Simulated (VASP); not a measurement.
Crystal: InAs.

```
In As
1.0
     0.00000    3.01800    3.01800
     3.01800    0.00000    3.01800
     3.01800    3.01800    0.00000
In As
1 1
Direct
  0.00000 0.00000 0.00000
  0.25000 0.25000 0.25000
```

* Program: VASP 6.6.1
* Task: relaxation of cell and atoms
* Functional: PBE
* Dispersion: D3(BJ)
* Potentials or basis: VASP PAW PBE potentials, release 64 (In_d, As)
* Cutoff: 600 eV
* k mesh: 10 × 10 × 10
* Occupations: gaussian, width 0.03 eV
* Spin: no spin polarisation

At the start: pressure 2.3 GPa; volume 27.49 Å³/atom.

Q: Where does the relaxation end?

A: Over 3 steps the energy falls by 7.4 meV/atom and the volume is 28.56 Å³/atom (+3.9 %); space group F-43m (No. 216, to 0.05 Å).

Step by step:
```csv
step,energy change (eV),largest force (eV/Å),pressure (GPa),volume (Å³)
1,0.0000,0.0000,2.28,54.98
2,-0.0117,0.0000,-0.93,58.15
3,-0.0147,0.0000,0.02,57.12
```

Final structure:
```cif
data_structure
_symmetry_space_group_name_H-M 'P 1'
_symmetry_Int_Tables_number 1
_cell_length_a 4.3229
_cell_length_b 4.3229
_cell_length_c 4.3229
_cell_angle_alpha 60.000
_cell_angle_beta 60.000
_cell_angle_gamma 60.000
_cell_volume 57.12
loop_
_atom_site_label
_atom_site_type_symbol
_atom_site_fract_x
_atom_site_fract_y
_atom_site_fract_z
_atom_site_occupancy
In1 In 0.00000 0.00000 0.00000 1
As1 As 0.25000 0.25000 0.25000 1
```

Caveat: pairwise dispersion overbinds metals, which lowers pressure and volume.
